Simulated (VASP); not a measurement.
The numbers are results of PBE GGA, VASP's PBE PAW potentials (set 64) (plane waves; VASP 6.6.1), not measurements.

A VASP calculation is set up with these files.

File KPOINTS:
```
K-points
0
G
  8 8 6
```

INCAR:
```
SYSTEM = P
PREC = Accurate
ENCUT = 400
EDIFF = 1E-6
NELM = 100
ALGO = Damped
LREAL = .FALSE.
LASPH = .TRUE.
ISMEAR = 0
SIGMA = 0.05
GGA = PE
LWAVE = .FALSE.
LCHARG = .FALSE.
ISIF = 2
```

POSCAR:
```
P
1
    1.6550000000    -5.2400000000    -0.0000000000
    1.6550000000     5.2400000000     0.0000000000
    0.0000000000     0.0000000000     4.3800000000
P
4
Direct
  0.1017000000   0.8983000000   0.9194000000
  0.3983000000   0.6017000000   0.4194000000
  0.6017000000   0.3983000000   0.5806000000
  0.8983000000   0.1017000000   0.0806000000
```

POTCAR, in this order: P (PBE.64 set). Program: vasp_std.

The resulting files:

OSZICAR:
```
       N       E                     dE             d eps       ncg     rms           ort
DAV:   1     0.115843698158E+03    0.11584E+03   -0.70019E+03  1176   0.102E+03
DAV:   2     0.756277811301E+01   -0.10828E+03   -0.10438E+03  1176   0.235E+02
DAV:   3    -0.126583971512E+02   -0.20221E+02   -0.19606E+02  1176   0.934E+01
DAV:   4    -0.184219567732E+02   -0.57636E+01   -0.55879E+01  1176   0.513E+01
DAV:   5    -0.203790061508E+02   -0.19570E+01   -0.19346E+01  1176   0.260E+01
SDA:   6    -0.202173054042E+02    0.16170E+00   -0.63746E+00  1176   0.159E+01   0.000E+00
DMP:   7    -0.207335815998E+02   -0.51628E+00   -0.42578E+00  1176   0.690E+00   0.981E+00
DMP:   8    -0.210517204799E+02   -0.31814E+00   -0.19241E+00  1176   0.287E+00   0.509E+00
DMP:   9    -0.212033845817E+02   -0.15166E+00   -0.11377E+00  1176   0.186E+00   0.258E+00
DMP:  10    -0.213026002426E+02   -0.99216E-01   -0.79479E-01  1176   0.123E+00   0.198E+00
DMP:  11    -0.213719766688E+02   -0.69376E-01   -0.48670E-01  1176   0.681E-01   0.140E+00
DMP:  12    -0.214141903175E+02   -0.42214E-01   -0.27855E-01  1176   0.371E-01   0.851E-01
DMP:  13    -0.214388829876E+02   -0.24693E-01   -0.15756E-01  1176   0.203E-01   0.499E-01
DMP:  14    -0.214522267554E+02   -0.13344E-01   -0.76642E-02  1176   0.950E-02   0.253E-01
DMP:  15    -0.214586237370E+02   -0.63970E-02   -0.34904E-02  1176   0.420E-02   0.119E-01
DMP:  16    -0.214615268243E+02   -0.29031E-02   -0.15101E-02  1176   0.177E-02   0.526E-02
DMP:  17    -0.214627687148E+02   -0.12419E-02   -0.61531E-03  1176   0.706E-03   0.218E-02
DMP:  18    -0.214632678887E+02   -0.49917E-03   -0.23916E-03  1176   0.275E-03   0.845E-03
DMP:  19    -0.214634598247E+02   -0.19194E-03   -0.91435E-04  1176   0.108E-03   0.315E-03
DMP:  20    -0.214635326891E+02   -0.72864E-04   -0.35396E-04  1176   0.437E-04   0.117E-03
DMP:  21    -0.214635608751E+02   -0.28186E-04   -0.14280E-04  1176   0.185E-04   0.451E-04
DMP:  22    -0.214635722321E+02   -0.11357E-04   -0.59904E-05  1176   0.800E-05   0.183E-04
DMP:  23    -0.214635769398E+02   -0.47078E-05   -0.25215E-05  1176   0.339E-05   0.763E-05
DMP:  24    -0.214635788735E+02   -0.19336E-05   -0.10090E-05  1176   0.134E-05   0.311E-05
DMP:  25    -0.214635796223E+02   -0.74887E-06   -0.37015E-06  1176   0.483E-06   0.116E-05
   1 F= -.21463580E+02 E0= -.21463566E+02  d E =-.274270E-04
```

OUTCAR:
```
------------------------ aborting loop because EDIFF is reached ----------------------------------------
  FORCE on cell =-STRESS in cart. coord.  units (eV):
  Direction    XX          YY          ZZ          XY          YZ          ZX
  --------------------------------------------------------------------------------------
  Total        0.8086364      1.1354319      0.8249163      0.0000000      0.0000000      0.0000000
  in kB       17.0541654     23.9462915     17.3975098      0.0000000      0.0000000      0.0000000
  external PRESSURE =      19.4659889 kB  Pullay stress =       0.0000000 kB
  volume of cell :       75.97
      direct lattice vectors                 reciprocal lattice vectors
     1.655000000 -5.240000000  0.000000000     0.302114804 -0.095419847  0.000000000
     1.655000000  5.240000000  0.000000000     0.302114804  0.095419847  0.000000000
     0.000000000  0.000000000  4.380000000     0.000000000  0.000000000  0.228310502
 POSITION                                       TOTAL-FORCE (eV/Angst)
 -----------------------------------------------------------------------------------
      1.65500      4.17418      4.02697         0.000000     -0.052401      0.018604
      1.65500      1.06582      1.83697         0.000000      0.052401      0.018604
      1.65500     -1.06582      2.54303         0.000000     -0.052401     -0.018604
      1.65500     -4.17418      0.35303         0.000000      0.052401     -0.018604
 -----------------------------------------------------------------------------------
    total drift:                               -0.000000      0.000000      0.000000
  FREE ENERGIE OF THE ION-ELECTRON SYSTEM (eV)
  ---------------------------------------------------
  free  energy   TOTEN  =       -21.4635796223 eV

  energy  without entropy=      -21.4635521953  energy(sigma->0) =      -21.46356591
```
(Selected blocks of OUTCAR.)

### OUTCAR
```
 val. band max:        6.6306318745   @ k =  -0.3750   0.3750   0.0000

 cond. band min:       6.7951836390   @ k =   0.5000   0.1250   0.0000


 Fermi energy:         6.7083935193

 k-point     1 :       0.0000    0.0000    0.0000
  band No.  band energies     occupation
      1      -9.2270      2.00000
      2      -6.1910      2.00000
      3      -2.9373      2.00000
      4      -0.3590      2.00000
      5       1.6668      2.00000
      6       1.9467      2.00000
      7       2.6082      2.00000
      8       3.7636      2.00000
      9       4.0853      2.00000
     10       5.2420      2.00000
     11       7.3615      0.00000
     12       7.7722      0.00000
     13       8.5435      0.00000
     14       9.6551      0.00000

 k-point     2 :       0.1250    0.0000    0.0000
  band No.  band energies     occupation
      1      -9.0329      2.00000
      2      -6.0209      2.00000
      3      -3.0549      2.00000
      4      -0.1739      2.00000
      5       1.3929      2.00000
      6       1.7713      2.00000
      7       1.8281      2.00000
      8       3.5402      2.00000
      9       3.8478      2.00000
     10       5.3955      2.00000
     11       7.5666      0.00000
     12       8.7965      0.00000
     13       9.1207      0.00000
     14      10.2944      0.00000

 k-point     3 :       0.2500    0.0000    0.0000
  band No.  band energies     occupation
      1      -8.4570      2.00000
      2      -5.5089      2.00000
      3      -3.6533      2.00000
      4      -0.1960      2.00000
      5       0.3521      2.00000
      6       0.8709      2.00000
      7       2.2672      2.00000
      8       3.3552      2.00000
      9       4.0057      2.00000
     10       5.3764      2.00000
     11       7.3083      0.00000
     12       8.3192      0.00000
     13       9.1345      0.00000
     14       9.5113      0.00000

 k-point     4 :       0.3750    0.0000    0.0000
  band No.  band energies     occupation
...
```

The all-band solver leaves the empty bands unoptimised.

The compound is P in the black structure. The cell was not relaxed at this level. The run is one of a series of settings (ALGO = Damped against the base run), some of them coarse on purpose.
